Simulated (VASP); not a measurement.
A VASP calculation is set up with these files.

**INCAR**
```
ALGO = Normal
EDIFF = 1E-7
EDIFFG = -0.01
ENCUT = 480
GGA = PS
IBRION = 2
ISIF = 3
ISMEAR = 1
LASPH = T
LCHARG = F
LMAXMIX = 4
LREAL = F
LWAVE = F
NELM = 100
NSW = 40
PREC = Accurate
PSTRESS = 200
SIGMA = 0.1
SYSTEM = TiCo
```

File KPOINTS:
```
Automatic mesh
0
Gamma
 12 12 12
0 0 0
```

POSCAR:
```
TiCo
1
    2.8464411935     0.0000000000    -0.0000000000
    0.0000000000     2.8464411935     0.0000000000
   -0.0000000000    -0.0000000000     2.8464411935
Ti Co
1 1
Direct
  0.0000000000   0.0000000000   0.0000000000
  0.5000000000   0.5000000000   0.5000000000
```

POTCAR, in this order: Ti_sv Co (PBE.64 set). Program: vasp_std.

**Question.** Write an equivalent input for Quantum ESPRESSO's pw.x.

**Answer.** One equivalent input (not run):
```
&CONTROL
  calculation = 'vc-relax'
  pseudo_dir = './pseudo'
  outdir = './out'
  tprnfor = .true.
  tstress = .true.
  nstep = 40
  forc_conv_thr = 0.00039
/
&SYSTEM
  ibrav = 0
  nat = 2
  ntyp = 2
  ecutwfc = 96
  occupations = 'smearing'
  smearing = 'methfessel-paxton'
  degauss = 0.00735
  input_dft = 'pbesol'
/
&ELECTRONS
  conv_thr = 7.3e-09
  electron_maxstep = 100
/
&IONS
/
&CELL
  press = 200
/
ATOMIC_SPECIES
  Ti 47.867 Ti.upf
  Co 58.933 Co.upf
CELL_PARAMETERS angstrom
     2.8464412    0.0000000   -0.0000000
     0.0000000    2.8464412    0.0000000
    -0.0000000   -0.0000000    2.8464412
ATOMIC_POSITIONS crystal
  Ti   0.0000000  0.0000000  0.0000000
  Co   0.5000000  0.5000000  0.5000000
K_POINTS automatic
  12 12 12 0 0 0
```
Limits of the translation: the potentials are each code's own (VASP's PAW set, PseudoDojo norm-conserving files in pw.x), so ENCUT and ecutwfc are chosen apart and not converted; conv_thr bounds pw.x's estimated SCF error, while EDIFF bounds the energy change between steps; forc_conv_thr acts on force components and is met together with etot_conv_thr.

The compound is TiCo in the CsCl type structure. It was relaxed first under an external pressure of 20 GPa.
